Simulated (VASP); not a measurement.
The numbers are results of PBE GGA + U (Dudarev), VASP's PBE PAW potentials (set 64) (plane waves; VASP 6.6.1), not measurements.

A VASP calculation is set up with these files.

KPOINTS:
```
Automatic mesh
0
Gamma
10 11 10
0 0 0
```

### POSCAR
```
AuZn
1.0
  3.1968130000   0.0000000000   0.0000000000
  0.0000000000   3.0925390000   0.0000000000
  0.0000000000   0.0000000000   3.2034120000
Zn Au
1 1
Cartesian
  1.5984065000   1.5462695000   1.6017060000
  0.0803774693   0.0000000000   0.0000000000
```

**INCAR**
```
SYSTEM  =  AuZn
PREC  =  Accurate; ENCUT  =  400; LREAL  =  .False.
LASPH  =  .True.
EDIFF  =  1E-6; NELM  =  100; ALGO  =  Normal
LMAXMIX  =  2
ISMEAR  =  1; SIGMA  =  0.1
GGA  =  PE
LDAUL  =  2 -1
LDAUU  =  5.0 0
LDAUJ  =  0 0
LDAU  =  .True.; LDAUTYPE  =  2; LDAUPRINT  =  1
ISIF  =  2
LWAVE  =  .False.; LCHARG  =  .False.; LORBIT  =  10
```

POTCAR, in this order: Zn Au (PBE.64 set). Program: vasp_std.

The resulting files:

### OSZICAR
```
       N       E                     dE             d eps       ncg     rms          rms(c)
DAV:   1     0.109667542054E+03    0.10967E+03   -0.10194E+04  6727   0.168E+03
DAV:   2    -0.939289972962E+00   -0.11061E+03   -0.10752E+03  6809   0.308E+02
DAV:   3    -0.473234279047E+01   -0.37931E+01   -0.37834E+01  7768   0.691E+01
DAV:   4    -0.475330653455E+01   -0.20964E-01   -0.20960E-01  7642   0.453E+00
DAV:   5    -0.475350058556E+01   -0.19405E-03   -0.19405E-03  7859   0.410E-01    0.848E+00
DAV:   6    -0.433235521435E+01    0.42115E+00   -0.16313E+00  6515   0.127E+01    0.513E+00
DAV:   7    -0.431287159000E+01    0.19484E-01   -0.42574E-02  7820   0.499E+00    0.287E+00
DAV:   8    -0.430578967449E+01    0.70819E-02   -0.10682E-02  7537   0.124E+00    0.180E-01
DAV:   9    -0.430579919645E+01   -0.95220E-05   -0.31251E-04  7662   0.191E-01    0.631E-02
DAV:  10    -0.430580768307E+01   -0.84866E-05   -0.38364E-05  7726   0.732E-02    0.150E-02
DAV:  11    -0.430580895459E+01   -0.12715E-05   -0.35061E-06  6865   0.349E-02    0.415E-03
DAV:  12    -0.430580886193E+01    0.92661E-07   -0.26840E-07  3569   0.837E-03
   1 F= -.43058089E+01 E0= -.43058282E+01  d E =0.579584E-04
```

### OUTCAR
```
------------------------ aborting loop because EDIFF is reached ----------------------------------------
  FORCE on cell =-STRESS in cart. coord.  units (eV):
  Direction    XX          YY          ZZ          XY          YZ          ZX
  --------------------------------------------------------------------------------------
  Total        0.0453344      0.1395760      0.0428561      0.0000000      0.0000000      0.0000000
  in kB        2.2934727      7.0611585      2.1680924      0.0000000      0.0000000      0.0000000
  external PRESSURE =       3.8409079 kB  Pullay stress =       0.0000000 kB
  volume of cell :       31.67
      direct lattice vectors                 reciprocal lattice vectors
     3.196813000  0.000000000  0.000000000     0.312811541  0.000000000  0.000000000
     0.000000000  3.092539000  0.000000000     0.000000000  0.323358897  0.000000000
     0.000000000  0.000000000  3.203412000     0.000000000  0.000000000  0.312167152
 POSITION                                       TOTAL-FORCE (eV/Angst)
 -----------------------------------------------------------------------------------
      1.59841      1.54627      1.60171         0.246861      0.000000      0.000000
      0.08038      0.00000      0.00000        -0.246861      0.000000      0.000000
 -----------------------------------------------------------------------------------
    total drift:                               -0.000022      0.000000     -0.000000
  FREE ENERGIE OF THE ION-ELECTRON SYSTEM (eV)
  ---------------------------------------------------
  free  energy   TOTEN  =        -4.3058088619 eV

  energy  without entropy=       -4.3058668203  energy(sigma->0) =       -4.30582818

 total charge

# of ion       s       p       d       tot
------------------------------------------
    1        0.513   0.428   9.851  10.792
    2        0.625   0.379   8.701   9.705
--------------------------------------------------
tot          1.139   0.807  18.552  20.498
```
(Selected blocks of OUTCAR.)

The compound is AuZn in the CsCl type structure. The cell was not relaxed at this level, atoms are displaced from their ideal sites. The run is one of a series of settings (LDAU = .TRUE., LDAUJ = 0 0, LDAUL = 2 -1, LDAUTYPE = 2, LDAUU = 5.0 0, LMAXMIX = 2 against the base run), some of them coarse on purpose. The electron count is odd and the run is not spin-polarised, which forces a metal.
